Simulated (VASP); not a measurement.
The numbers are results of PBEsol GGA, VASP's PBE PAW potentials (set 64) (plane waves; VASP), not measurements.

VASP input:

File POSCAR:
```
Ru
1.0
  1.3550000000  -2.3469290000   0.0000000000
  1.3550000000   2.3469290000   0.0000000000
  0.0000000000   0.0000000000   4.2800000000
Ru
2
Direct
  0.3333330000   0.6666670000   0.2500000000
  0.6666670000   0.3333330000   0.7500000000
```

**INCAR**
```
# general
SYSTEM =Ru
PREC   =Accurate
ENCUT  =400   # plane-wave cut-off (eV)
LREAL  =.FALSE.   # projection in real space or not
LASPH  =.TRUE.   # aspherical one-centre terms

# electronic loop
EDIFF  =1E-6
NELM   =100
ALGO   =Normal
LMAXMIX=4

# smearing
ISMEAR =1
SIGMA  =0.1   # width (eV)

# functional
GGA    =PS   # PBEsol

# ions
IBRION =2
NSW    =60   # most ionic steps
ISIF   =3   # ions, shape and volume
EDIFFG =-0.01   # ionic stop

# output
LWAVE  =.FALSE.
LCHARG =.FALSE.
```

KPOINTS:
```
Automatic mesh
0
Gamma
14 14 8
0 0 0
```

POTCAR, in this order: Ru_pv (PBE.64 set). Program: vasp_std.

The resulting files:

**OSZICAR**
```
       N       E                     dE             d eps       ncg     rms          rms(c)
DAV:   1     0.243220988378E+03    0.24322E+03   -0.15811E+04  4354   0.143E+03
DAV:   2    -0.163023425441E+02   -0.25952E+03   -0.25425E+03  4606   0.446E+02
DAV:   3    -0.218847146040E+02   -0.55824E+01   -0.54455E+01  4536   0.703E+01
DAV:   4    -0.219423422644E+02   -0.57628E-01   -0.57588E-01  5322   0.630E+00
DAV:   5    -0.219432323365E+02   -0.89007E-03   -0.89005E-03  4656   0.677E-01    0.192E+01
DAV:   6    -0.204353831059E+02    0.15078E+01   -0.40782E+00  4364   0.209E+01    0.459E+00
DAV:   7    -0.203337366575E+02    0.10165E+00   -0.30118E-01  4438   0.508E+00    0.997E-01
DAV:   8    -0.203233899490E+02    0.10347E-01   -0.63703E-03  4424   0.954E-01    0.304E-01
DAV:   9    -0.203226309614E+02    0.75899E-03   -0.10332E-03  5404   0.367E-01    0.400E-02
DAV:  10    -0.203226517505E+02   -0.20789E-04   -0.30881E-05  4874   0.523E-02    0.116E-02
DAV:  11    -0.203226514825E+02    0.26802E-06   -0.34900E-06  4434   0.184E-02
   1 F= -.20322651E+02 E0= -.20322112E+02  d E =-.203227E+02
       N       E                     dE             d eps       ncg     rms          rms(c)
DAV:   1    -0.243079114958E+02   -0.39853E+01   -0.91454E+01  4354   0.116E+02    0.253E+01
DAV:   2    -0.203038495449E+02    0.40041E+01   -0.10902E+01  4338   0.365E+01    0.341E+00
DAV:   3    -0.201208722134E+02    0.18298E+00   -0.78991E-01  4426   0.893E+00    0.351E+00
DAV:   4    -0.201493172479E+02   -0.28445E-01   -0.32040E-02  4400   0.145E+00    0.112E+00
DAV:   5    -0.201550740122E+02   -0.57568E-02   -0.71403E-03  4866   0.551E-01    0.126E-01
DAV:   6    -0.201549771385E+02    0.96874E-04   -0.32866E-04  5046   0.130E-01    0.253E-02
DAV:   7    -0.201549765784E+02    0.56011E-06   -0.24015E-05  4940   0.424E-02    0.146E-02
DAV:   8    -0.201549766025E+02   -0.24131E-07   -0.12611E-06  3118   0.785E-03
   2 F= -.20154977E+02 E0= -.20154733E+02  d E =0.167675E+00
       N       E                     dE             d eps       ncg     rms          rms(c)
DAV:   1    -0.228970958141E+02   -0.27421E+01   -0.57059E+01  4342   0.961E+01    0.118E+01
DAV:   2    -0.203665459926E+02    0.25305E+01   -0.73634E+00  4334   0.286E+01    0.340E+00
DAV:   3    -0.203168017595E+02    0.49744E-01   -0.38643E-01  4418   0.609E+00    0.110E+00
DAV:   4    -0.203333086878E+02   -0.16507E-01   -0.11114E-02  4440   0.930E-01    0.502E-01
DAV:   5    -0.203388801157E+02   -0.55714E-02   -0.53994E-03  4618   0.527E-01    0.999E-02
DAV:   6    -0.203388756783E+02    0.44374E-05   -0.25251E-04  5432   0.119E-01    0.284E-02
DAV:   7    -0.203388768706E+02   -0.11924E-05   -0.18981E-05  4928   0.422E-02    0.650E-03
DAV:   8    -0.203388758097E+02    0.10609E-05   -0.10985E-06  2614   0.947E-03    0.215E-03
DAV:   9    -0.203388748877E+02    0.92202E-06   -0.16699E-07  2204   0.379E-03
   3 F= -.20338875E+02 E0= -.20338385E+02  d E =-.162234E-01
       N       E                     dE             d eps       ncg     rms          rms(c)
DAV:   1    -0.203390704874E+02   -0.19468E-03   -0.39291E-03  4346   0.775E-01    0.119E-01
DAV:   2    -0.203388906962E+02    0.17979E-03   -0.52292E-04  4342   0.243E-01    0.187E-02
DAV:   3    -0.203388873715E+02    0.33247E-05   -0.28304E-05  4438   0.517E-02    0.115E-02
DAV:   4    -0.203388909524E+02   -0.35809E-05   -0.20428E-06  3686   0.125E-02    0.127E-03
DAV:   5    -0.203388908812E+02    0.71207E-07   -0.18006E-07  2180   0.444E-03
   4 F= -.20338891E+02 E0= -.20338403E+02  d E =-.162394E-01
```

### OUTCAR
```
------------------------ aborting loop because EDIFF is reached ----------------------------------------
  FORCE on cell =-STRESS in cart. coord.  units (eV):
  Direction    XX          YY          ZZ          XY          YZ          ZX
  --------------------------------------------------------------------------------------
  Total        0.0042061      0.0042061     -0.0192141      0.0000000     -0.0000000      0.0000000
  in kB        0.2534358      0.2534358     -1.1577348      0.0000000     -0.0000000      0.0000000
  external PRESSURE =      -0.2169544 kB  Pullay stress =       0.0000000 kB
  volume of cell :       26.59
      direct lattice vectors                 reciprocal lattice vectors
     1.344982749 -2.329578608  0.000000000     0.371751980 -0.214631092  0.000000000
     1.344982749  2.329578608  0.000000000     0.371751980  0.214631092 -0.000000000
     0.000000000  0.000000000  4.243232570    -0.000000000 -0.000000000  0.235669383
 POSITION                                       TOTAL-FORCE (eV/Angst)
 -----------------------------------------------------------------------------------
      1.34498      0.77653      1.06081         0.000000      0.000000      0.000000
      1.34498     -0.77653      3.18242        -0.000000     -0.000000      0.000000
 -----------------------------------------------------------------------------------
    total drift:                               -0.000000      0.000498     -0.000045
  FREE ENERGIE OF THE ION-ELECTRON SYSTEM (eV)
  ---------------------------------------------------
  free  energy   TOTEN  =       -20.3388908812 eV

  energy  without entropy=      -20.3374271946  energy(sigma->0) =      -20.33840299

 reached required accuracy - stopping structural energy minimisation
```
(Selected blocks of OUTCAR.)

CONTCAR:
```
Ru
   1.00000000000000
     1.3449827486826258   -2.3295786083119623    0.0000000000000000
     1.3449827486826258    2.3295786083119623    0.0000000000000000
     0.0000000000000000    0.0000000000000000    4.2432325703488445
  Ru
     2
Direct
     0.3333330000000032    0.6666669999999968    0.2500000000000000
     0.6666669999999968    0.3333330000000032    0.7500000000000000
```

Energy and stress use the plane-wave basis of the starting cell.

The compound is Ru in the hcp structure. This run relaxes it. Symmetry was kept, so distortions that lower it aren't found.
